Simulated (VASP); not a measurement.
These are PBE GGA, VASP's PBE PAW potentials (set 64) (plane waves; VASP) values and carry that method's errors.

The input files of a VASP run:

File KPOINTS:
```
kpoints
0
gamma
 10 10 8
```

**POSCAR**
```
ZrB2
1
    1.5419390000    -2.7407170000     0.0000000000
    1.5419390000     2.7407170000     0.0000000000
    0.0000000000     0.0000000000     3.4858060000
Zr B
1 2
Direct
  0.0000000000   0.0000000000   0.0000000000
  0.3333330000   0.6666670000   0.5000000000
  0.6958320000   0.3624980000   0.5000000000
```

INCAR:
```
ALGO  =  Normal
EDIFF  =  1E-6
ENCUT  =  600
GGA  =  PE
ISIF  =  2
ISMEAR  =  1
LASPH  =  .TRUE.
LCHARG  =  .FALSE.
LMAXMIX  =  4
LREAL  =  .FALSE.
LWAVE  =  .FALSE.
NELM  =  100
PREC  =  Accurate
SIGMA  =  0.1
SYSTEM  =  ZrB2
```

POTCAR, in this order: Zr_sv B (PBE.64 set). Program: vasp_std.

Predict the energy per atom (σ→0), pressure, largest force, band gap (on the k-mesh).

The energy per atom (σ→0) is -798.7 kJ/mol of atoms. The band gap (on the k-mesh) is none (metal, semimetal or under 0.01 eV). The pressure is 13.16 GPa and the largest force is 0.06366 Ry/bohr.

**OSZICAR**
```
...
DAV:   6    -0.248719394027E+02    0.27445E+01   -0.79109E+00  8231   0.206E+01    0.980E+00
DAV:   7    -0.248357211755E+02    0.36218E-01   -0.95367E-01 10277   0.653E+00    0.341E+00
DAV:   8    -0.248378442924E+02   -0.21231E-02   -0.11362E-01  8217   0.320E+00    0.825E-01
DAV:   9    -0.248344810425E+02    0.33632E-02   -0.19080E-02  8349   0.118E+00    0.148E-01
DAV:  10    -0.248344221141E+02    0.58928E-04   -0.91967E-04  8699   0.291E-01    0.455E-02
DAV:  11    -0.248344323337E+02   -0.10220E-04   -0.34131E-05  9032   0.682E-02    0.158E-02
DAV:  12    -0.248344321423E+02    0.19143E-06   -0.27036E-06  6974   0.180E-02
   1 F= -.24834432E+02 E0= -.24834482E+02  d E =0.148490E-03
```

The compound is ZrB2 in the AlB2 type structure. The cell was not relaxed at this level, atoms are displaced from their ideal sites. The run is one of a series of settings (ENCUT = 600 against the base run), some of them coarse on purpose.
